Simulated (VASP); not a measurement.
OSZICAR of a VASP run on Sc₃ZrN₄ (ordered alloy cell):

OSZICAR:
```
       N       E                     dE             d eps       ncg     rms          rms(c)
DAV:   1     0.115184518917E+04    0.11518E+04   -0.30395E+04 14750   0.187E+03
DAV:   2     0.103704148272E+03   -0.10481E+04   -0.10305E+04 18030   0.696E+02
DAV:   3    -0.797696295165E+02   -0.18347E+03   -0.17460E+03 24652   0.280E+02
DAV:   4    -0.955326334382E+02   -0.15763E+02   -0.15592E+02 25220   0.821E+01
DAV:   5    -0.962319678612E+02   -0.69933E+00   -0.69785E+00 26092   0.207E+01    0.362E+01
DAV:   6    -0.805189679134E+02    0.15713E+02   -0.10529E+02 23253   0.609E+01    0.166E+01
DAV:   7    -0.799659432213E+02    0.55302E+00   -0.80685E+00 26548   0.196E+01    0.959E+00
DAV:   8    -0.798156743761E+02    0.15027E+00   -0.11724E+00 21815   0.114E+01    0.132E+00
DAV:   9    -0.797894627001E+02    0.26212E-01   -0.16948E-01 24596   0.328E+00    0.584E-01
DAV:  10    -0.797894949261E+02   -0.32226E-04   -0.20639E-02 25012   0.987E-01    0.322E-01
DAV:  11    -0.797895623430E+02   -0.67417E-04   -0.38179E-03 24791   0.504E-01    0.901E-02
DAV:  12    -0.797895473822E+02    0.14961E-04   -0.65597E-04 24780   0.250E-01    0.517E-02
DAV:  13    -0.797895296676E+02    0.17715E-04   -0.83639E-05 25796   0.780E-02    0.601E-03
DAV:  14    -0.797895299973E+02   -0.32974E-06   -0.55129E-06 26404   0.206E-02    0.428E-03
DAV:  15    -0.797895290352E+02    0.96213E-06   -0.41369E-07 16340   0.634E-03    0.237E-03
DAV:  16    -0.797895286248E+02    0.41037E-06   -0.40009E-07 16300   0.408E-03    0.627E-04
DAV:  17    -0.797895285144E+02    0.11043E-06   -0.30885E-08 11340   0.234E-03    0.281E-04
DAV:  18    -0.797895285368E+02   -0.22376E-07   -0.16820E-08 11270   0.179E-03
   1 F= -.79789529E+02 E0= -.79789529E+02  d E =0.000000E+00
```

Which electronic solver shows in the log?

It is blocked Davidson (ALGO = Normal, or the opening steps of other solvers). The INCAR had ALGO = Normal.

Can the final energy be trusted as converged?

Self-consistency was reached. It stopped with EDIFF = 1E-7, NELM = 100 (PBEsol GGA, plane waves, VASP's PBE PAW potentials (set 64)).

The structure was generated: Sc3ZrN4 was put into an ordered model structure (R-3m), which need not be its known phase. It was relaxed first. The electron count is odd and the run is not spin-polarised, which forces a metal.
